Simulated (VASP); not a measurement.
An input for Ansatz (written as the equivalent of a VASP run, and not itself run):

Ansatz 0.2 input:
```yaml
crystal:
  lattice:
    - [0.0000000, 1.9748354, 1.9748354]
    - [1.9748354, 0.0000000, 1.9748354]
    - [1.9748354, 1.9748354, 0.0000000]
  atoms:
    - { symbol: Ir, position: [0.0000000, 0.0000000, 0.0000000] }
kpoints:
  mp_grid: { grid: [16, 16, 16] }
hamiltonian:
  xc: pbe
  pseudopotentials: { kind: paw }
scf:
  occupations: { method: methfessel_paxton, width: 0.1 }
  max_iter: 100
output: { forces: true, stress: true, eigenvalues: true }
```

Write the VASP files for the same calculation (PBE).

One answer among several that fit: 
### POSCAR
```
Ir
1.9748350
  0.0000000000   1.0000002201   1.0000002201
  1.0000002201   0.0000000000   1.0000002201
  1.0000002201   1.0000002201   0.0000000000
Ir
1
Direct
  0.0000000000   0.0000000000   0.0000000000
```

**INCAR**
```
# general
SYSTEM  = Ir
PREC    = Accurate
ENCUT   = 480   # plane-wave cut-off (eV)
LREAL   = .False.   # projection in real space or not
LASPH   = .True.

# electronic loop
EDIFF   = 1E-7
NELM    = 100   # most electronic steps
ALGO    = Normal   # blocked Davidson
LMAXMIX = 6

# smearing
ISMEAR  = 1   # Methfessel-Paxton
SIGMA   = 0.1   # width (eV)

# functional
GGA     = PE   # PBE

# ions
ISIF    = 2

# output
LWAVE   = .False.
LCHARG  = .False.
```

**KPOINTS**
```
Automatic
0
Gamma
  16 16 16
```

POTCAR, in this order: Ir (PBE.64 set). Program: vasp_std.

The two are equivalent in intent, not identical: each code has its own PAW files, so the cut-off isn't converted (ENCUT is set for VASP's; basis.ecutwfc is left out, and Ansatz then takes the one that its files recommend); Ansatz stops its SCF on the density residual and VASP on the energy change (EDIFF).

The compound is Ir in the fcc structure. This cell was strained or had an atom moved on purpose.
